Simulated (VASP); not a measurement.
# BeZn2Se3 (Imm2) in VASP: relaxation of cell and atoms with PBE

Aim: the relaxation of cell and atoms of BeZn2Se3 with PBE.

Everything below comes from runs of VASP 6.6.1. Logs are shortened: lines on timing, memory, paths and dates and some standing lists are left out, and cuts for length are marked.

### Step 1. The crystal as given

Symmetry: Imm2, No. 44, orthorhombic system. The conventional cell has a = 3.934 Å, b = 11.810 Å, c = 5.574 Å, α = 90.00°, β = 90.00°, γ = 90.00°. Be (site symmetry mm2) has 4 Se at 2.25 to 2.31 Å as nearest neighbours. Zn (site symmetry m) has 4 Se at 2.47 to 2.50 Å as nearest neighbours. Se (site symmetry mm2) has 2 Be at 2.31 Å and 2 Zn at 2.50 Å as nearest neighbours. Se (site symmetry m) is surrounded by 1 Be at 2.25 Å and 3 Zn at 2.47 to 2.49 Å.

The cell was built by a generator and needn't be a form met in nature.

### Step 2. Relaxation of cell and atoms, PBE

The input, INCAR:

```
ALGO = Normal
EDIFF = 1E-6
EDIFFG = -0.01
ENCUT = 520
GGA = PE
IBRION = 2
ISIF = 3
ISMEAR = 0
KPAR = 4
LASPH = T
LCHARG = F
LREAL = F
LWAVE = F
NELM = 120
NSW = 90
PREC = Accurate
SIGMA = 0.03
```

The input, KPOINTS:

```
k-points
0
Gamma
  8 8 8
```

The input, POSCAR:

```
BeZn2Se3
1.0
   -1.9670000000      5.9050000000      2.7870000000
    1.9670000000     -5.9050000000      2.7870000000
    1.9670000000      5.9050000000     -2.7870000000
Be Zn Se
1 2 3
Direct
    0.0001794000      0.0001794000      0.0000000000
    0.3365447800      0.0008970200      0.3356477600
    0.6652492700      0.0008970200      0.6643522400
    0.7823824900      0.2823824900      0.5000000000
    0.0771513900      0.2328668800      0.8442845000
    0.3885823800      0.2328668800      0.1557155000
```

Potentials or basis: VASP PAW PBE potentials, release 64 (Be, Zn, Se).

The run is started by

```console
$ cat potpaw_PBE.64/Be/POTCAR potpaw_PBE.64/Zn/POTCAR potpaw_PBE.64/Se/POTCAR > POTCAR
$ mpirun -np 4 vasp_std > vasp.out
```

OUTCAR:

```text
EDIFF = 1E-6
   EDIFFG = -0.01
   ENCUT = 520
   GGA = PE
   IBRION = 2
   ISIF = 3
   ISMEAR = 0
   LASPH = T
   LREAL = F
   NELM = 120
   NSW = 90
   PREC = Accurate

 ion  position               nearest neighbor table
   1  0.000  0.000  0.000-   5 2.25   6 2.25   4 2.31   4 2.31
   2  0.337  0.001  0.336-   5 2.47   5 2.47   6 2.49   4 2.50
   3  0.665  0.001  0.664-   6 2.47   6 2.47   5 2.49   4 2.50
   4  0.782  0.282  0.500-   1 2.31   1 2.31   2 2.50   3 2.50
   5  0.077  0.233  0.844-   1 2.25   2 2.47   2 2.47   3 2.49
   6  0.389  0.233  0.156-   1 2.25   3 2.47   3 2.47   2 2.49

  LATTYP: Found a body centered orthorhombic cell.
 ALAT       =     3.9340000000
 B/A-ratio  =     1.4168784952
 C/A-ratio  =     3.0020335536

  Lattice vectors:

 A1 = (  -1.9670000000,   5.9050000000,  -2.7870000000)
 A2 = (   1.9670000000,   5.9050000000,   2.7870000000)
 A3 = (   1.9670000000,  -5.9050000000,  -2.7870000000)

Analysis of symmetry for initial positions (statically):
=====================================================================
 Subroutine PRICEL returns:
 Original cell was already a primitive cell.

 Routine SETGRP: Setting up the symmetry group for a
 body centered orthorhombic supercell.

 Subroutine GETGRP returns: Found  4 space group operations
 (whereof  4 operations were pure point group operations)
 out of a pool of  8 trial point group operations.

The static configuration has the point symmetry C_2v.

Analysis of symmetry for dynamics (positions and initial velocities):
=====================================================================
 Subroutine PRICEL returns:
 Original cell was already a primitive cell.

 Routine SETGRP: Setting up the symmetry group for a
 body centered orthorhombic supercell.

 Subroutine GETGRP returns: Found  4 space group operations
 (whereof  4 operations were pure point group operations)
 out of a pool of  8 trial point group operations.

The dynamic configuration has the point symmetry C_2v.

 Subroutine INISYM returns: Found  4 space group operations
 (whereof  4 operations are pure point group operations),
 and found     1 'primitive' translations

----------------------------------------------------------------------------------------

                                     Primitive cell

  volume of cell :     129.4855

  direct lattice vectors                    reciprocal lattice vectors
    -1.967000000  5.905000000  2.787000000     0.000000000  0.084674005  0.179404377
     1.967000000 -5.905000000  2.787000000     0.254194204  0.000000000  0.179404377
     1.967000000  5.905000000 -2.787000000     0.254194204  0.084674005  0.000000000

  length of vectors
     6.819492870  6.819492870  6.819492870     0.198382504  0.311127987  0.267926073

  position of ions in fractional coordinates (direct lattice)
     0.000179400  0.000179400  0.000000000
     0.336544780  0.000897020  0.335647760
     0.665249270  0.000897020  0.664352240
     0.782382490  0.282382490  0.500000000
     0.077151390  0.232866880  0.844284500
     0.388582380  0.232866880  0.155715500

  ion indices of the primitive-cell ions
   primitive index   ion index
                 1           1
                 2           2
                 3           3
                 4           4
                 5           5
                 6           6

----------------------------------------------------------------------------------------

 KPOINTS: k-points

Automatic generation of k-mesh.
 Grid dimensions read from file:
 generate k-points for:    8    8    8

 Generating k-lattice:

  Cartesian coordinates                     Fractional coordinates (reciprocal lattice)
     0.000000000  0.010584251  0.022425547     0.125000000 -0.000000000  0.000000000
     0.031774276  0.000000000  0.022425547    -0.000000000  0.125000000  0.000000000
     0.031774276  0.010584251  0.000000000     0.000000000  0.000000000  0.125000000

  Length of vectors
     0.024797813  0.038890998  0.033490759

  Shift w.r.t. Gamma in fractional coordinates (k-lattice)
     0.000000000  0.000000000  0.000000000

 Subroutine IBZKPT returns following result:
 ===========================================

 Found     95 irreducible k-points:

 Following reciprocal coordinates:
            Coordinates               Weight
  0.000000  0.000000  0.000000      1.000000
  0.125000  0.000000 -0.000000      4.000000
  0.250000  0.000000 -0.000000      4.000000
  0.375000  0.000000 -0.000000      4.000000
  0.500000  0.000000 -0.000000      2.000000
  0.000000  0.125000 -0.000000      4.000000
[... 16 lines left out ...]
  0.125000  0.375000 -0.000000      8.000000
  0.250000  0.375000 -0.000000      8.000000
 [... further k-points ...]
   k-points           NKPTS =     95   k-points in BZ     NKDIM =     95   number of bands    NBANDS=     26
   number of dos      NEDOS =    301   number of ions     NIONS =      6
   total plane-waves  NPLWV = 157464
   dimension x,y,z NGX =    54 NGY =   54 NGZ =   54
   dimension x,y,z NGXF=   108 NGYF=  108 NGZF=  108
   ions per type =               1   2   3
   NGX,Y,Z   is equivalent  to a cutoff of  13.16, 13.16, 13.16 a.u.
   NGXF,Y,Z  is equivalent  to a cutoff of  26.33, 26.33, 26.33 a.u.
 SYSTEM =  unknown system
   PREC   = accura    normal or accurate (medium, high low for compatibility)
   ISTART =      0    job   : 0-new  1-cont  2-samecut
   ICHARG =      2    charge: 1-file 2-atom 10-const
   ISPIN  =      1    spin polarized calculation?
   LNONCOLLINEAR =      F non collinear calculations
   LSORBIT =      F    spin-orbit coupling
   LASPH  =      T    aspherical Exc in radial PAW
   ENCUT  =  520.0 eV  38.22 Ry    6.18 a.u.  12.68 12.68 12.68*2*pi/ulx,y,z
   NELM   =    120;   NELMIN=  2; NELMDL= -5     # of ELM steps
   EDIFF  = 0.1E-05   stopping-criterion for ELM
   LREAL  =      F    real-space projection
   EDIFFG = -.1E-01   stopping-criterion for IOM
   NSW    =     90    number of steps for IOM
   IBRION =      2    ionic relax: 0-MD 1-quasi-New 2-CG
   NFREE  =      1    steps in history (QN), initial steepest desc. (CG)
   ISIF   =      3    stress and relaxation
   ISYM   =      2    0-nonsym 1-usesym 2-fastsym
   POTIM  = 0.5000    time-step for ionic-motion
   TEBEG  =    0.0;   TEEND  =   0.0 temperature during run
   PSTRESS=    0.0 pullay stress
   NELECT =      44.0000    total number of electrons
   NUPDOWN=      -1.0000    fix difference up-down
   EMIN   =  10.00;   EMAX   =-10.00  energy-range for DOS
   EFERMI =   0.00;   METHOD = LEGACY
   ISMEAR =     0;   SIGMA  =   0.03  broadening in eV -4-tet -1-fermi 0-gaus
   EFERMI_NEDOS =   21; number of points for ismear=-14 and -15
   IALGO  =     38    algorithm
   IMIX   =      4    mixing-type and parameters
     AMIX     =   0.40;   BMIX     =  1.00
     AMIX_MAG =   1.60;   BMIX_MAG =  1.00
  volume/ion in A,a.u.               =      21.58       145.64
  Fermi-wavevector in a.u.,A,eV,Ry     =   1.142401  2.158825 17.756698  1.305080
  Thomas-Fermi vector in A             =   2.279099
   LORBIT       =      0    0 simple, 1 ext, 2 COOP (PROOUT), +10 PAW based schemes
   GGA     = PE    functional components
   LHFCALC =     F    Hartree Fock is set to
   AEXX    =    0.0000 exact exchange contribution
   IVDW    =     0    specifies the selected vdW correction
   LEPSILON=     F    determine dielectric tensor
   LRPA    =     F    only Hartree local field effects (RPA)
 conjugate gradient relaxation of ions
 non-spin polarized calculation
 Gauss-broadening in eV      SIGMA  =   0.03
  energy-cutoff  :      520.00
  volume of cell :      129.49
 maximum number of plane-waves:      3512
 NGX is ok and might be reduce to    54
   NGX = 25   NGY = 25   NGZ = 25

--------------------------------------- Ionic step        1  -------------------------------------------

 number of electron      43.9999996 magnetization

 Free energy of the ion-electron system (eV)
  ---------------------------------------------------
  ext. energy  EPLUGINS =         0.00000000
  ---------------------------------------------------
  free energy    TOTEN  =       -20.81921317 eV

  energy without entropy =      -20.81921317  energy(sigma->0) =      -20.81921317

------------------------ aborting loop because EDIFF is reached ----------------------------------------

  FORCE on cell =-STRESS in cart. coord.  units (eV):
  Direction    XX          YY          ZZ          XY          YZ          ZX
  --------------------------------------------------------------------------------------
  -------------------------------------------------------------------------------------
  Total       -0.5266849     -0.6194811     -0.3717557      0.0000000      0.0000000      0.0000000
  in kB       -6.5168872     -7.6650923     -4.5998848      0.0000000      0.0000000      0.0000000
  external PRESSURE =      -6.2606214 kB  Pullay stress =       0.0000000 kB

 VOLUME and BASIS-vectors are now :
 -----------------------------------------------------------------------------
  energy-cutoff  :      520.00
  volume of cell :      129.49
      direct lattice vectors                 reciprocal lattice vectors
    -1.967000000  5.905000000  2.787000000     0.000000000  0.084674005  0.179404377
     1.967000000 -5.905000000  2.787000000     0.254194204  0.000000000  0.179404377
     1.967000000  5.905000000 -2.787000000     0.254194204  0.084674005  0.000000000
[... 241 lines left out ...]
 POSITION                                       TOTAL-FORCE (eV/Angst)
 -----------------------------------------------------------------------------------
      0.00000      0.00000      0.01110         0.000000     -0.000000      0.006776
     -0.00000      3.95739      0.00459        -0.000000      0.007828     -0.001220
     -0.00000      7.79484      0.00459        -0.000000     -0.007828     -0.001220
      0.00000      5.87611      1.57506         0.000000      0.000000      0.012932
      1.95393      4.03735     -1.49520        -0.000000      0.001056     -0.008634
     -0.00000      1.83876      1.29592         0.000000     -0.001056     -0.008634
 -----------------------------------------------------------------------------------
    total drift:                                0.000008     -0.000042      0.000427

  FREE ENERGIE OF THE ION-ELECTRON SYSTEM (eV)
  ---------------------------------------------------
  free  energy   TOTEN  =       -20.8235120230 eV

  energy  without entropy=      -20.8235120230  energy(sigma->0) =      -20.82351202

--------------------------------------- Ionic step        8  -------------------------------------------

 number of electron      44.0000000 magnetization

 Free energy of the ion-electron system (eV)
  ---------------------------------------------------
  ext. energy  EPLUGINS =         0.00000000
  ---------------------------------------------------
  free energy    TOTEN  =       -20.82360258 eV

  energy without entropy =      -20.82360258  energy(sigma->0) =      -20.82360258

 E-fermi :   2.1141     XC(G=0):  -9.2599

 val. band max:        1.9522719667   @ k =   0.0000   0.0000   0.0000
 cond. band min:       3.7950400506   @ k =   0.0000   0.0000   0.0000
 fundamental gap:      1.8427680839
 Fermi energy:         2.1141186826

 k-point     1 :       0.0000    0.0000    0.0000
  band No.  band energies     occupation
      1     -11.3684      2.00000
      2     -10.2659      2.00000
      3     -10.1735      2.00000
      4      -4.4932      2.00000
      5      -4.4878      2.00000
      6      -4.4723      2.00000
[... 18 lines left out ...]
     25       6.2823      0.00000
     26       7.3421      0.00000
[... 644 lines left out ...]
      4      -4.4510      2.00000
      5      -4.4326      2.00000
      6      -4.4004      2.00000
[... 18 lines left out ...]
     25       6.8813      0.00000
     26       7.2312      0.00000

 [... further k-points ...]

------------------------ aborting loop because EDIFF is reached ----------------------------------------

  FORCE on cell =-STRESS in cart. coord.  units (eV):
  Direction    XX          YY          ZZ          XY          YZ          ZX
  --------------------------------------------------------------------------------------
  -------------------------------------------------------------------------------------
  Total        0.0195780     -0.0175868     -0.0351552      0.0000000      0.0000000      0.0000000
  in kB        0.2445930     -0.2197160     -0.4392026      0.0000000      0.0000000      0.0000000
  external PRESSURE =      -0.1381085 kB  Pullay stress =       0.0000000 kB

 VOLUME and BASIS-vectors are now :
 -----------------------------------------------------------------------------
  energy-cutoff  :      520.00
  volume of cell :      128.24
      direct lattice vectors                 reciprocal lattice vectors
    -1.955286986  5.875023726  2.790966412     0.000000000  0.085106039  0.179149415
     1.955286986 -5.875023726  2.790966412     0.255716938  0.000000000  0.179149415
     1.955286986  5.875023726 -2.790966412     0.255716938  0.085106039  0.000000000

 POSITION                                       TOTAL-FORCE (eV/Angst)
 -----------------------------------------------------------------------------------
      0.00000      0.00000      0.01230        -0.000000      0.000000     -0.000136
     -0.00000      3.95840      0.00382         0.000000      0.004759     -0.002540
     -0.00000      7.79165      0.00382         0.000000     -0.004759     -0.002540
     -0.00000      5.87502      1.57705         0.000000      0.000000      0.002187
      1.95529      4.03656     -1.49599        -0.000000     -0.004896      0.001515
     -0.00000      1.83846      1.29498         0.000000      0.004896      0.001515
 -----------------------------------------------------------------------------------
    total drift:                                0.000008     -0.000042      0.000512

  FREE ENERGIE OF THE ION-ELECTRON SYSTEM (eV)
  ---------------------------------------------------
  free  energy   TOTEN  =       -20.8236025768 eV

  energy  without entropy=      -20.8236025768  energy(sigma->0) =      -20.82360258

 reached required accuracy - stopping structural energy minimisation
```

It took 7.5 min on 4 MPI ranks of AMD EPYC 9R14 (Zen 4), shared host; peak memory 0.63 GiB.

What came out:

- Free energy: -20.8236 eV
- Relaxed volume: 21.37 Å³/atom
- Relaxed cell: a = 6.792 Å, b = 6.792 Å, c = 6.792 Å, α = 146.54°, β = 60.23°, γ = 131.47°
- Space group after relaxing (to 0.05 Å): Imm2 (No. 44)
- Energy gained by relaxing: 0.7 meV/atom
- Ionic steps: 8
- Pressure after relaxing: 0.0 GPa
- Largest force after relaxing: 0.005 eV/Å
- Band gap on the k mesh: 1.84 eV, direct

Forces on the atoms (eV/Å):
```
Be   0.000  0.000  0.000
Zn   0.000  0.005 -0.003
Zn   0.000 -0.005 -0.003
Se   0.000  0.000  0.002
Se   0.000 -0.005  0.002
Se   0.000  0.005  0.002
```

The path:
```tsv
step	energy change (eV)	largest force (eV/Å)	pressure (GPa)	volume (Å³)
1	0.0000	0.0576	-0.63	129.49
2	-0.0031	0.0384	0.16	127.91
3	-0.0032	0.0394	0.06	128.10
4	-0.0036	0.0334	0.04	128.14
5	-0.0041	0.0368	-0.02	128.26
6	-0.0043	0.0192	0.02	128.21
7	-0.0043	0.0129	0.02	128.18
8	-0.0044	0.0054	-0.01	128.24
```

Final structure:
```xyz
6
Lattice="-1.9553 5.8750 2.7910 1.9553 -5.8750 2.7910 1.9553 5.8750 -2.7910" Properties=species:S:1:pos:R:3 pbc="T T T"
Be    0.0000    0.0000    0.0123
Zn    0.0000    3.9584    0.0038
Zn    0.0000    7.7916    0.0038
Se    0.0000    5.8750    1.5770
Se    1.9553    4.0366   -1.4960
Se    0.0000    1.8385    1.2950
```

Levels at points of the mesh, in eV from the valence-band top:
```tsv
k point	band 19	band 20	band 21	band 22	band 23	band 24	band 25	band 26
(0.00, 0.00, 0.00)	-1.25	-0.16	-0.11	0.00	1.84	3.60	4.33	5.39
(0.50, 0.00, 0.00)	-1.43	-0.96	-0.87	-0.69	2.71	3.90	4.07	5.11
(0.00, 0.50, 0.00)	-2.10	-1.98	-0.94	-0.89	2.68	4.83	5.03	5.56
(0.50, 0.50, 0.00)	-2.37	-2.29	-1.58	-1.55	2.83	3.23	4.87	4.91
(0.50, 0.50, 0.50)	-1.58	-1.45	-0.57	-0.21	2.68	3.48	3.96	4.32
```

A k mesh can miss the band edges. Expect the measured gap to be larger: semilocal functionals such as PBE lack the derivative discontinuity.
